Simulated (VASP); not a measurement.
Input:

```
CELL_PARAMETERS angstrom
      2.79378     0.00000     0.00000
      0.00000     2.79378     0.00000
      0.00000     0.00000     2.79378
ATOMIC_POSITIONS crystal
  Al 0.50000 0.50000 0.50000
  Co 0.00000 0.00000 0.00000
```

These are LDA (Ceperley-Alder, Perdew-Zunger), VASP's LDA PAW potentials (set 64) (plane waves; VASP) values and carry that method's errors. Settings: 400 eV cut-off, 12×12×12 Γ-centred mesh, first-order Methfessel-Paxton smearing of 0.10 eV, potentials Al Co.

Task: What does the run give for the energy per atom (σ→0), band gap (on the k-mesh) with the smallest direct gap where there is one?

Result: 
```
Item                                                         Value
------------------------  ----------------------------------------
band gap (on the k-mesh)  none (metal, semimetal or under 0.01 eV)
energy per atom (σ→0)                               -6.855 eV/atom
```

Only differences to runs with the same potentials and settings are physical.

The compound is CoAl in the CsCl type structure. It was relaxed first, which changed the volume by -7 %. The start is the result of an earlier pass. The run is not spin-polarised, so no magnetic state was tried.
